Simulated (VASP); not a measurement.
# Cu (Fm-3m) in VASP: notebook, part 2 of 2

VASP 6.6.1. The steps go on from the part before.

## 5. Relaxation of cell and atoms, PBE, target pressure 7.3 GPa, at which the enthalpy is minimised

INCAR

```
ALGO = Normal
EDIFF = 1E-6
EDIFFG = -0.01
ENCUT = 600
GGA = PE
IBRION = 2
ISIF = 3
ISMEAR = 1
LASPH = True
LCHARG = False
LREAL = False
LWAVE = False
NELM = 80
NSW = 90
PREC = Accurate
PSTRESS = 73.0
SIGMA = 0.1
```

KPOINTS

```
k-points
0
Gamma
  18 18 18
```

POSCAR

```
Cu
1.0
    0.0000000000      1.8075000000      1.8075000000
    1.8075000000      0.0000000000      1.8075000000
    1.8075000000      1.8075000000      0.0000000000
Cu
1
Direct
    0.0000000000      0.0000000000      0.0000000000
```

Potentials or basis: VASP PAW PBE potentials, release 64 (Cu).

Started as:

```
cat potpaw_PBE.64/Cu/POTCAR > POTCAR
mpirun -np 1 vasp_std > vasp.out
```

It took 17 s on 1 thread of Intel Xeon 6975P-C (Granite Rapids), shared host; peak memory 0.15 GiB.

It converged, with:

```
Free energy                                            : -3.7163 eV
Relaxed volume                                         : 11.46 Å³/atom
Relaxed cell                                           : a = 2.531 Å, b = 2.531 Å, c = 2.531 Å, α = 60.00°, β = 60.00°, γ = 60.00°
Space group after relaxing (to 0.05 Å)                 : Fm-3m (No. 225)
Energy change on relaxing (the enthalpy is what falls) : +10.6 meV/atom
Ionic steps                                            : 3
Pressure after relaxing                                : 7.3 GPa
Band gap on the k mesh                                 : none (metal or under the smearing width)
```

Step by step:
| step | energy change (eV) | largest force (eV/Å) | pressure (GPa) | volume (Å³) |
| --- | --- | --- | --- | --- |
| 1 | 0.0000 | 0.0000 | 2.58 | 11.81 |
| 2 | 0.0240 | 0.0000 | 11.11 | 11.23 |
| 3 | 0.0106 | 0.0000 | 7.32 | 11.46 |

Final structure:
```
Cu
1.0
     0.00000    1.78940    1.78940
     1.78940    0.00000    1.78940
     1.78940    1.78940    0.00000
Cu
1
Cartesian
  0.0000 0.0000 0.0000
```

Levels at points of the mesh, in eV from the Fermi level:
| k point | band 3 | band 4 | band 5 | band 6 | band 7 | band 8 | band 9 |
| --- | --- | --- | --- | --- | --- | --- | --- |
| (0.00, 0.00, 0.00) | -3.09 | -3.09 | -2.22 | -2.22 | 22.86 | 25.75 | 25.75 |
| (0.50, 0.00, 0.00) | -3.12 | -1.63 | -1.63 | -1.06 | 3.94 | 21.34 | 22.58 |
| (0.50, 0.50, 0.00) | -1.65 | -1.48 | -1.48 | 1.51 | 7.36 | 13.35 | 13.35 |

Caveat: the cell is relaxed towards a set pressure, so the enthalpy falls and the energy may rise.

## 6. Relaxation of cell and atoms, PBE, target pressure 7.3 GPa, at which the enthalpy is minimised

This run uses another cell than the first one, of 11.46 Å³/atom, 0.970 times its volume.

INCAR, as its differences from that of step 5:

```diff
@@ -1,4 +1,4 @@
 ALGO = Normal
-EDIFF = 1E-6
-EDIFFG = -0.01
+EDIFF = 1E-7
+EDIFFG = -0.005
 ENCUT = 600
```

KPOINTS is that of step 5.

POSCAR

```
Cu                                      
1.0
   -0.0000000000      1.7894015735      1.7894015735
    1.7894015735     -0.0000000000      1.7894015735
    1.7894015735      1.7894015735      0.0000000000
  Cu            
     1
Direct
     0.0000000000000000    0.0000000000000000    0.0000000000000000
```

Potentials or basis: VASP PAW PBE potentials, release 64 (Cu).

Started as:

```
cat potpaw_PBE.64/Cu/POTCAR > POTCAR
mpirun -np 1 vasp_std > vasp.out
```

OUTCAR:

```text
EDIFF = 1E-7
   EDIFFG = -0.005
   ENCUT = 600
   GGA = PE
   IBRION = 2
   ISIF = 3
   ISMEAR = 1
   LASPH = True
   LREAL = False
   NELM = 80
   NSW = 90
   PREC = Accurate
   PSTRESS = 73.0

 ion  position               nearest neighbor table
   1  0.000  0.000  0.000-

  LATTYP: Found a face centered cubic cell.
 ALAT       =     3.5788031470

  Lattice vectors:

 A1 = (   0.0000000000,   1.7894015735,   1.7894015735)
[... 475 lines left out ...]

  FORCE on cell =-STRESS in cart. coord.  units (eV):
  Direction    XX          YY          ZZ          XY          YZ          ZX
  --------------------------------------------------------------------------------------
  -------------------------------------------------------------------------------------
  Total        0.5267383      0.5267383      0.5267383     -0.0000000     -0.0000000      0.0000000
  in kB       73.6464874     73.6464874     73.6464874     -0.0000000     -0.0000000      0.0000000
  external PRESSURE =       0.6464874 kB  Pullay stress =      73.0000000 kB

 VOLUME and BASIS-vectors are now :
 -----------------------------------------------------------------------------
  energy-cutoff  :      600.00
  volume of cell :       11.46
      direct lattice vectors                 reciprocal lattice vectors
     0.000000000  1.789401573  1.789401573    -0.279423025  0.279423025  0.279423025
     1.789401573  0.000000000  1.789401573     0.279423025 -0.279423025  0.279423025
     1.789401573  1.789401573  0.000000000     0.279423025  0.279423025 -0.279423025

 POSITION                                       TOTAL-FORCE (eV/Angst)
 -----------------------------------------------------------------------------------
      0.00000      0.00000      0.00000         0.000000     -0.000000     -0.000000
 -----------------------------------------------------------------------------------
    total drift:                                0.000000      0.000000      0.000000

  FREE ENERGIE OF THE ION-ELECTRON SYSTEM (eV)
  ---------------------------------------------------
  free  energy   TOTEN  =        -3.7161742996 eV

  energy  without entropy=       -3.7161280053  energy(sigma->0) =       -3.71615887

  enthalpy is  TOTEN    =        -3.1940598433 eV   P V=        0.5221144563

 reached required accuracy - stopping structural energy minimisation
```

CONTCAR:

```text
Cu
   1.00000000000000
     0.0000000000000000    1.7894015735000000    1.7894015735000000
     1.7894015735000000    0.0000000000000000    1.7894015735000000
     1.7894015735000000    1.7894015735000000    0.0000000000000000
  Cu
     1
Direct
     0.0000000000000000    0.0000000000000000    0.0000000000000000

  0.00000000E+00  0.00000000E+00  0.00000000E+00
```

Run time: 7.8 s. Hardware: 1 thread of Intel Xeon 6975P-C (Granite Rapids), shared host; peak memory 0.14 GiB.

What came out:

```yaml
Free_energy: -3.7162 eV
Pressure_after_relaxing: 7.4 GPa
Band_gap_on_the_k_mesh: none (metal or under the smearing width)
```

Final structure:
```
CELL_PARAMETERS angstrom
0.00000 1.78940 1.78940
1.78940 0.00000 1.78940
1.78940 1.78940 0.00000
ATOMIC_POSITIONS crystal
Cu 0.00000 0.00000 0.00000
```

Caveat: the relaxation stopped at its first step, so nothing moved; the cell is relaxed towards a set pressure, so the enthalpy falls and the energy may rise.

## 7. Summary

```csv
task,level,potentials or basis,cell,target pressure,gap on the mesh (eV),pressure (GPa)
relaxation of the atoms,LDA,"VASP PAW LDA potentials, release 64 (Cu)",atoms relaxed from: a relaxed cell with its volume scaled by 1.02,-,none,-3.5
relaxation of the atoms,LDA,"VASP PAW LDA potentials, release 64 (Cu)",atoms relaxed from: a relaxed cell with its volume scaled by 1.04,-,none,-6.5
relaxation of the atoms,LDA,"VASP PAW LDA potentials, release 64 (Cu)",atoms relaxed from: a relaxed cell with its volume scaled by 1.06,-,none,-9.3
relaxation of cell and atoms,PBE,"VASP PAW PBE potentials, release 64 (Cu)",relaxed to 7.3 GPa,7.3 GPa,none,7.4
```

Alike in all rows: no spin polarisation; k mesh 18 × 18 × 18; cutoff (eV) 600; smearing methfessel-paxton 0.1 eV.

Caveats: the relaxation stopped at its first step, so nothing moved; the cell is relaxed towards a set pressure, so the enthalpy falls and the energy may rise (some runs).

Absolute energies hang on the potentials; compare differences alone.
